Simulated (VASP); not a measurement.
InAs (zinc blende): the bulk modulus from VASP (plane waves, PAW) at several levels of theory. Static lattice, third-order Birch-Murnaghan fit over five volumes.

| level | bulk modulus (GPa) | error against measurement |
|---|---|---|
| LDA | 60.1 | +2.6 % |
| PBE | 48.5 | -17.3 % |
| PBEsol | 55.6 | -5.1 % |
| RPBE | 43.5 | -25.8 % |
| AM05 | 53.4 | -8.9 % |
| PBE-D3(BJ) | 53.9 | -8.0 % |
| PBE-D4 | 54.3 | -7.3 % |
| optB88-vdW | 49.2 | -16.0 % |
| rev-vdW-DF2 | 50.6 | -13.6 % |
| SCAN | 57.1 | -2.6 % |
| r2SCAN | 56.9 | -2.8 % |
| r2SCAN+rVV10 | 59.2 | +1.0 % |

Measured: 58.6 GPa at 0 K (as given by Daniel Mejia-Rodriguez et al., Physical Review B (2018), arXiv:1807.09216; 0 K value with the zero-point phonon effect removed).

The cell of the LDA run:

```
CELL_PARAMETERS angstrom
      0.00000     3.01617     3.01617
      3.01617     0.00000     3.01617
      3.01617     3.01617     0.00000
ATOMIC_POSITIONS crystal
  In 0.00000 0.00000 0.00000
  As 0.25000 0.25000 0.25000
```

Only levels that ran to the end are used. Left out are those held back, those with too coarse a band path, GW runs whose mesh misses a band edge, hybrids' fits of cells that aren't cubic and levels without matching references; a question may draw on a part of the rest.

The compound is InAs in the zinc blende structure.
